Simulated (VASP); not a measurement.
Output of a VASP run:

**OSZICAR**
```
       N       E                     dE             d eps       ncg     rms          rms(c)
DAV:   1     0.399918473390E+02    0.39992E+02   -0.10555E+04 28812   0.115E+03
DAV:   2    -0.203650582345E+02   -0.60357E+02   -0.59207E+02 35612   0.243E+02
DAV:   3    -0.221113114608E+02   -0.17463E+01   -0.17121E+01 38436   0.284E+01
DAV:   4    -0.221269644772E+02   -0.15653E-01   -0.15634E-01 33068   0.333E+00
DAV:   5    -0.221272287370E+02   -0.26426E-03   -0.26422E-03 39482   0.337E-01    0.652E+01
DAV:   6    -0.215541437034E+02    0.57309E+00   -0.54156E-01 29870   0.537E+00    0.381E+01
DAV:   7    -0.213574900063E+02    0.19665E+00   -0.81980E-01 30926   0.634E+00    0.196E+00
DAV:   8    -0.213480708471E+02    0.94192E-02   -0.43802E-02 31694   0.162E+00    0.389E-01
DAV:   9    -0.213481136364E+02   -0.42789E-04   -0.17548E-03 39548   0.332E-01    0.208E-01
DAV:  10    -0.213481084134E+02    0.52230E-05   -0.53545E-05 32770   0.582E-02    0.114E-01
DAV:  11    -0.213481076113E+02    0.80207E-06   -0.34445E-06 39476   0.123E-02    0.282E-02
DAV:  12    -0.213481075018E+02    0.10947E-06   -0.64908E-07 33404   0.635E-03    0.148E-02
DAV:  13    -0.213481074825E+02    0.19352E-07   -0.41776E-08 38398   0.166E-03    0.470E-04
DAV:  14    -0.213481074819E+02    0.63096E-09   -0.24330E-09 31026   0.412E-04
   1 F= -.21348107E+02 E0= -.21315680E+02  d E =-.648541E-01
```

### OUTCAR
```
------------------------ aborting loop because EDIFF is reached ----------------------------------------
  FORCE on cell =-STRESS in cart. coord.  units (eV):
  Direction    XX          YY          ZZ          XY          YZ          ZX
  --------------------------------------------------------------------------------------
  Total       -1.9288840     -2.0704511     -1.9155449     -0.1555567     -0.0120986      0.0261202
  in kB      -69.4052493    -74.4991273    -68.9252805     -5.5972525     -0.4353345      0.9398575
  external PRESSURE =     -70.9432190 kB  Pullay stress =       0.0000000 kB
  volume of cell :       44.53
      direct lattice vectors                 reciprocal lattice vectors
     3.192380000  0.000000000  0.000000000     0.313245917  0.180852626  0.000000000
    -1.596190000  2.764682000  0.000000000     0.000000000  0.361705252  0.000000000
     0.000000000  0.000000000  5.045040000     0.000000000  0.000000000  0.198214484
 POSITION                                       TOTAL-FORCE (eV/Angst)
 -----------------------------------------------------------------------------------
      0.03220      1.82906      1.28031        -0.105192      0.047291     -0.108869
      1.56399      0.93563      3.76473         0.105192     -0.047291      0.108869
 -----------------------------------------------------------------------------------
    total drift:                               -0.000000      0.000000     -0.000000
  FREE ENERGIE OF THE ION-ELECTRON SYSTEM (eV)
  ---------------------------------------------------
  free  energy   TOTEN  =       -21.3481074819 eV

  energy  without entropy=      -21.2832534181  energy(sigma->0) =      -21.31568045
```
(Selected blocks of OUTCAR.)

File POSCAR:
```
Hf
1
    3.1923800000     0.0000000000     0.0000000000
   -1.5961900000     2.7646820000     0.0000000000
    0.0000000000     0.0000000000     5.0450400000
Hf
2
Direct
  0.3408770000   0.6615790000   0.2537760000
  0.6591230000   0.3384210000   0.7462240000
```

**Question.** Write an INCAR and KPOINTS that could have produced this output.

**Answer.** One answer among several that fit: the input of the run itself, LDA (Ceperley-Alder, Perdew-Zunger), plane waves, VASP's LDA PAW potentials (set 64).

File KPOINTS:
```
Automatic mesh
0
Gamma
15 15 9
0 0 0
```

### INCAR
```
ALGO = Normal
EDIFF = 1E-09
ENCUT = 420
ISIF = 2
ISMEAR = 0
LASPH = .True.
LCHARG = .False.
LMAXMIX = 6
LREAL = .False.
LWAVE = .False.
NELM = 100
PREC = Accurate
SIGMA = 0.272
SYSTEM = Hf
```

POTCAR, in this order: Hf_pv (LDA.64 set). Program: vasp_std.

The structure comes from a computed database's Hf entry; how it stands against other phases isn't given here. The cell was not relaxed at this level, atoms are displaced from their ideal sites. The run is one of a series of settings (EDIFF = 1E-09, ENCUT = 420, KPOINTS 15×15×9 Γ-centred mesh against the base run), some of them coarse on purpose.
